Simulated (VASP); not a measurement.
A run of VASP 6.6.1 is set up as follows.

INCAR

```
SYSTEM = Ti4AlC3
ALGO     = Normal         ! electronic algorithm
EDIFF    = 1E-6           ! SCF threshold, eV
EDIFFG   = -0.01          ! ionic threshold
ENCUT    = 600            ! plane-wave cutoff, eV
GGA      = PS             ! functional
IBRION   = 2              ! ionic algorithm
ISIF     = 3              ! what is computed and relaxed
ISMEAR   = 0              ! smearing method
KPAR     = 4            
LASPH    = .TRUE.         ! aspherical terms in the spheres
LCHARG   = .FALSE.        ! write CHGCAR
LREAL    = .FALSE.        ! projectors in reciprocal space
LWAVE    = .FALSE.        ! write WAVECAR
NELM     = 80             ! most SCF steps
NSW      = 90             ! ionic steps
PREC     = Accurate       ! precision mode
SIGMA    = 0.03           ! smearing width, eV
```

KPOINTS

```
k-points
0
G
  12 12 2
  0 0 0
```

File POSCAR:

```
Ti4AlC3
1.0
    3.0600000000      0.0000000000      0.0000000000
   -1.5300000000      2.6500377400      0.0000000000
    0.0000000000      0.0000000000     23.6100000000
Ti Al C
8 2 6
Direct
    0.3333333300      0.6666666700      0.0560000000
    0.6666666700      0.3333333300      0.9440000000
    0.6666666700      0.3333333300      0.5560000000
    0.3333333300      0.6666666700      0.4440000000
    0.0000000000      0.0000000000      0.1520000000
    0.0000000000      0.0000000000      0.8480000000
    0.0000000000      0.0000000000      0.6520000000
    0.0000000000      0.0000000000      0.3480000000
    0.3333333300      0.6666666700      0.2500000000
    0.6666666700      0.3333333300      0.7500000000
    0.0000000000      0.0000000000      0.0000000000
    0.0000000000      0.0000000000      0.5000000000
    0.6666666700      0.3333333300      0.1106000000
    0.3333333300      0.6666666700      0.8894000000
    0.3333333300      0.6666666700      0.6106000000
    0.6666666700      0.3333333300      0.3894000000
```

Potentials or basis: VASP PAW PBE potentials, release 64 (Ti_sv, Al, C).

Launch:

```bash
$ cat potpaw_PBE.64/Ti_sv/POTCAR potpaw_PBE.64/Al/POTCAR potpaw_PBE.64/C/POTCAR > POTCAR
$ mpirun -np 4 vasp_std > vasp.out
```

Estimate the relaxed cell.

a = 3.054 Å, b = 3.054 Å, c = 23.392 Å, α = 90.00°, β = 90.00°, γ = 120.00°.

Estimate the relaxed volume.

11.81 Å³/atom.

Estimate the band gap on the k mesh.

none (metal or under the smearing width).

Final structure:
```xyz
16
Lattice="3.0540 0.0000 0.0000 -1.5270 2.6448 0.0000 0.0000 0.0000 23.3924" Properties=species:S:1:pos:R:3 pbc="T T T"
Ti    0.0000    1.7632    1.1893
Ti    1.5270    0.8816   22.2031
Ti    1.5270    0.8816   12.8855
Ti    0.0000    1.7632   10.5069
Ti    0.0000    0.0000    3.5749
Ti    0.0000    0.0000   19.8175
Ti    0.0000    0.0000   15.2711
Ti    0.0000    0.0000    8.1213
Al    0.0000    1.7632    5.8481
Al    1.5270    0.8816   17.5443
C     0.0000    0.0000    0.0000
C     0.0000    0.0000   11.6962
C     1.5270    0.8816    2.5199
C     0.0000    1.7632   20.8725
C     0.0000    1.7632   14.2161
C     1.5270    0.8816    9.1763
```

Caveat: the PAW data sets were made with another functional, which shifts forces and pressure a little.
